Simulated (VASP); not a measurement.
Data:

```xyz
2
Lattice="0.0000 3.0057 3.0057 3.0057 0.0000 3.0057 3.0057 3.0057 0.0000" Properties=species:S:1:pos:R:3 pbc="T T T"
Cd     0.0000     0.0000     0.0000
Se     1.5029     1.5029     1.5029
```

Computed with LDA (Ceperley-Alder, Perdew-Zunger) with spin-orbit coupling, VASP's LDA PAW potentials (set 64) (plane waves; VASP). Run with 400 eV cut-off, 7×7×7 Γ-centred mesh, Gaussian smearing of 0.050 eV, potentials Cd Se.

Q: Predict the energy per atom (σ→0), band gap (over mesh and band path) with the smallest direct gap where there is one.

A: 
- band gap (over mesh and band path): 0.31 eV
- smallest direct gap (over mesh and band path): 0.31 eV
- energy per atom (σ→0): -3.405 eV/atom

The compound is CdSe in the zinc blende structure, whereas wurtzite is the usual form. It was relaxed first.
